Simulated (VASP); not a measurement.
# Be3Se2S (Imm2) in VASP: settings compared, part 2 of 2

VASP 6.6.1. Earlier steps stand in the parts before.

## 3. Single point, HSE06

The input, POSCAR:

```
Be3Se2S
1.0
   -1.7963300000      5.3878500000      2.5385700000
    1.7963300000     -5.3878500000      2.5385700000
    1.7963300000      5.3878500000     -2.5385700000
Be Se S
3 2 1
Direct
    0.4008870000      0.2410370000      0.1598490000
    0.0811880000      0.2410370000      0.8401510000
    0.7675170000      0.2675170000      0.5000000000
    0.3347920000      0.0002520000      0.3345400000
    0.6657120000      0.0002520000      0.6654600000
    0.9999070000      0.9999070000      0.0000000000
```

The input, INCAR.step1:

```
PREC = Accurate
ENCUT = 520
EDIFF = 1E-5
ISMEAR = 0
SIGMA = 0.02
LREAL = False
LASPH = True
NELM = 40
ALGO = Normal
ISIF = 2
LWAVE = True
LCHARG = False
KPAR = 4
GGA = PE
```

The input, INCAR.step2:

```
PREC = Accurate
ENCUT = 520
EDIFF = 1E-5
ISMEAR = 0
SIGMA = 0.02
LREAL = False
LASPH = True
NELM = 40
ALGO = Normal
ISIF = 2
LWAVE = False
LCHARG = False
GGA = PE
LHFCALC = True
HFSCREEN = 0.2
PRECFOCK = Fast
KPAR = 4
ISTART = 1
```

The input, KPOINTS:

```
regular mesh
0
Gamma
  6 6 6
```

Potentials or basis: VASP PAW PBE potentials, release 64 (Be, Se, S).

On the command line:

```
cat potpaw_PBE.64/Be/POTCAR potpaw_PBE.64/Se/POTCAR potpaw_PBE.64/S/POTCAR > POTCAR
cp INCAR.step1 INCAR
mpirun -np 4 vasp_std > vasp.out
cp INCAR.step2 INCAR
mpirun -np 4 vasp_std > vasp.out
```

OUTCAR:

```text
PREC = Accurate
   ENCUT = 520
   EDIFF = 1E-5
   ISMEAR = 0
   LREAL = False
   LASPH = True
   NELM = 40
   ISIF = 2
   GGA = PE
   LHFCALC = True
   HFSCREEN = 0.2
   PRECFOCK = Fast
   ISTART = 1

 ion  position               nearest neighbor table
   1  0.401  0.241  0.160-   6 2.11   5 2.23   5 2.23   4 2.24
   2  0.081  0.241  0.840-   6 2.11   4 2.23   4 2.23   5 2.24
   3  0.768  0.268  0.500-   6 2.15   6 2.15   5 2.24   4 2.24
   4  0.335  0.000  0.335-   2 2.23   2 2.23   3 2.24   1 2.24
   5  0.666  0.000  0.665-   1 2.23   1 2.23   3 2.24   2 2.24
   6  1.000  1.000  0.000-   2 2.11   1 2.11   3 2.15   3 2.15

  LATTYP: Found a body centered orthorhombic cell.
 ALAT       =     3.5926600000
 B/A-ratio  =     1.4131980204
 C/A-ratio  =     2.9993653727

  Lattice vectors:

 A1 = (   1.7963300000,  -5.3878500000,  -2.5385700000)
 A2 = (  -1.7963300000,  -5.3878500000,   2.5385700000)
 A3 = (  -1.7963300000,   5.3878500000,  -2.5385700000)

Analysis of symmetry for initial positions (statically):
=====================================================================
 Subroutine PRICEL returns:
 Original cell was already a primitive cell.

 Routine SETGRP: Setting up the symmetry group for a
 body centered orthorhombic supercell.

 Subroutine GETGRP returns: Found  4 space group operations
 (whereof  4 operations were pure point group operations)
 out of a pool of  8 trial point group operations.

The static configuration has the point symmetry C_2v.

Analysis of symmetry for dynamics (positions and initial velocities):
=====================================================================
 Subroutine PRICEL returns:
 Original cell was already a primitive cell.

 Routine SETGRP: Setting up the symmetry group for a
 body centered orthorhombic supercell.

 Subroutine GETGRP returns: Found  4 space group operations
 (whereof  4 operations were pure point group operations)
[... 144 lines left out ...]
   HFSCREENC=   0.2000 screening length for correlation (either q_TF or 0.3 A-1)
   ENCUTFOCK=  -1.0 apply spherical cutoff to Coloumb kernel
   IVDW    =     0    specifies the selected vdW correction
   LEPSILON=     F    determine dielectric tensor
   LRPA    =     F    only Hartree local field effects (RPA)
 non-spin polarized calculation
 Gauss-broadening in eV      SIGMA  =   0.02
  energy-cutoff  :      520.00
  volume of cell :       98.28
 maximum number of plane-waves:      2668
 NGX is ok and might be reduce to    48
  NGX = 28; NGY = 28; NGZ = 28

 number of electron      23.9999999 magnetization

 Free energy of the ion-electron system (eV)
  ---------------------------------------------------
  ext. energy  EPLUGINS =         0.00000000
  ---------------------------------------------------
  free energy    TOTEN  =       -31.63394274 eV

  energy without entropy =      -31.63394274  energy(sigma->0) =      -31.63394274

 E-fermi :   3.0223     XC(G=0):  -7.8586

 val. band max:        2.9265731258   @ k =   0.0000   0.0000   0.0000
 cond. band min:       6.4895401908   @ k =   0.5000   0.5000   0.5000
 fundamental gap:      3.5629670649
 Fermi energy:         3.0222679077

 k-point     1 :       0.0000    0.0000    0.0000
  band No.  band energies     occupation
      1     -12.1834      2.00000
      2     -10.3624      2.00000
      3     -10.0691      2.00000
      4      -2.2681      2.00000
      5      -2.1291      2.00000
      6      -1.6346      2.00000
[... 433 lines left out ...]
      3     -10.0029      2.00000
      4      -3.2892      2.00000
      5      -2.9378      2.00000
      6      -1.9796      2.00000
[... 8 lines left out ...]
     15       9.7126      0.00000
     16       9.9035      0.00000

 [... further k-points ...]

------------------------ aborting loop because EDIFF is reached ----------------------------------------

  FORCE on cell =-STRESS in cart. coord.  units (eV):
  Direction    XX          YY          ZZ          XY          YZ          ZX
  --------------------------------------------------------------------------------------
  -------------------------------------------------------------------------------------
  Total       -1.0106049     -1.0232741     -1.0407175      0.0000000      0.0000000      0.0000000
  in kB      -16.4755991    -16.6821421    -16.9665167      0.0000000      0.0000000      0.0000000
  external PRESSURE =     -16.7080860 kB  Pullay stress =       0.0000000 kB

 VOLUME and BASIS-vectors are now :
 -----------------------------------------------------------------------------
  energy-cutoff  :      520.00
  volume of cell :       98.28
      direct lattice vectors                 reciprocal lattice vectors
    -1.796330000  5.387850000  2.538570000     0.000000000  0.092801396  0.196961281
     1.796330000 -5.387850000  2.538570000     0.278345293  0.000000000  0.196961281
     1.796330000  5.387850000 -2.538570000     0.278345293  0.092801396  0.000000000

 POSITION                                       TOTAL-FORCE (eV/Angst)
 -----------------------------------------------------------------------------------
     -0.00000      1.72249      1.22378         0.000000      0.025138      0.027411
      1.79633      3.66537     -1.31479         0.000000     -0.025138      0.027411
     -0.00000      5.38785      1.35822        -0.000000      0.000000     -0.045000
      0.00000      3.60490      0.00128        -0.000000      0.004061     -0.008267
      0.00000      7.17080      0.00128        -0.000000     -0.004061     -0.008267
      0.00000      0.00000      5.07667        -0.000000     -0.000000      0.006712
 -----------------------------------------------------------------------------------
    total drift:                               -0.000009      0.000079      0.000181

  FREE ENERGIE OF THE ION-ELECTRON SYSTEM (eV)
  ---------------------------------------------------
  free  energy   TOTEN  =       -31.6339427368 eV

  energy  without entropy=      -31.6339427368  energy(sigma->0) =      -31.63394274
```

OUTCAR.step1:

```text
PREC = Accurate
   ENCUT = 520
   EDIFF = 1E-5
   ISMEAR = 0
   LREAL = False
[... 696 lines left out ...]
     -0.00000      5.38785      1.35822         0.000000      0.000000     -0.000099
      0.00000      3.60490      0.00128         0.000000      0.001805     -0.001985
      0.00000      7.17080      0.00128        -0.000000     -0.001805     -0.001985
      0.00000      0.00000      5.07667         0.000000     -0.000000     -0.003098
 -----------------------------------------------------------------------------------
    total drift:                               -0.000004      0.000079     -0.000008

  FREE ENERGIE OF THE ION-ELECTRON SYSTEM (eV)
  ---------------------------------------------------
  free  energy   TOTEN  =       -27.6709717527 eV

  energy  without entropy=      -27.6709717527  energy(sigma->0) =      -27.67097175
```

It took 40 min on 4 MPI ranks of Intel Xeon 6975P-C (Granite Rapids), shared host; peak memory 0.5 GiB.

What came out:

```
Free energy            : -31.6339 eV
Pressure               : -1.7 GPa
Largest force          : 0.045 eV/Å
Band gap on the k mesh : 3.56 eV, indirect (least direct gap 3.74 eV)
```

Forces on the atoms (eV/Å):
```
Be   0.000  0.025  0.027
Be   0.000 -0.025  0.027
Be   0.000  0.000 -0.045
Se   0.000  0.004 -0.008
Se   0.000 -0.004 -0.008
S    0.000  0.000  0.007
```

Levels at points of the mesh, in eV from the valence-band top:
| k point | band 8 | band 9 | band 10 | band 11 | band 12 | band 13 | band 14 | band 15 | band 16 |
| --- | --- | --- | --- | --- | --- | --- | --- | --- | --- |
| (0.00, 0.00, 0.00) | -2.64 | -1.75 | -0.14 | -0.13 | 0.00 | 5.02 | 5.45 | 5.73 | 6.23 |
| (0.50, 0.00, 0.00) | -2.01 | -1.43 | -1.33 | -1.21 | -0.96 | 5.35 | 5.58 | 5.74 | 7.16 |
| (0.00, 0.50, 0.00) | -3.69 | -2.86 | -2.43 | -1.23 | -1.20 | 5.55 | 6.67 | 6.77 | 7.12 |
| (0.50, 0.50, 0.00) | -3.18 | -3.01 | -2.78 | -2.36 | -1.84 | 3.56 | 5.28 | 6.17 | 6.32 |
| (0.50, 0.50, 0.50) | -2.79 | -2.29 | -1.81 | -0.91 | -0.18 | 3.56 | 5.25 | 6.37 | 6.83 |

Caveat: the PAW data sets were made with another functional, which shifts forces and pressure a little.
